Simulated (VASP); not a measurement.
Input:

```
CuI
1.0
    0.00000     3.09762     3.09762
    3.09762     0.00000     3.09762
    3.09762     3.09762     0.00000
Cu I
1 1
Cartesian
  0.00000   0.00000   0.00000
  1.54881   1.54881   1.54881
```

These are RPBE GGA, VASP's PBE PAW potentials (set 64) (plane waves; VASP) values and carry that method's errors. Run with 520 eV cut-off, 8×8×8 Γ-centred mesh, tetrahedra with Blöchl corrections, potentials Cu I.

Unless said otherwise, spin-orbit coupling is left out, though it shifts the bands of the heavy elements here.

Question: Estimate the energy per atom (σ→0), band gap (on the k-mesh) with the smallest direct gap where there is one.

Answer: 
- band gap (on the k-mesh): 1.12 eV
- smallest direct gap (on the k-mesh): 1.12 eV
- energy per atom (σ→0): -2432 meV/atom

The absolute energy has meaning only against runs of the same code, potentials and settings.

The compound is CuI in the zinc blende structure. It was relaxed first, which changed the volume by +7 %.
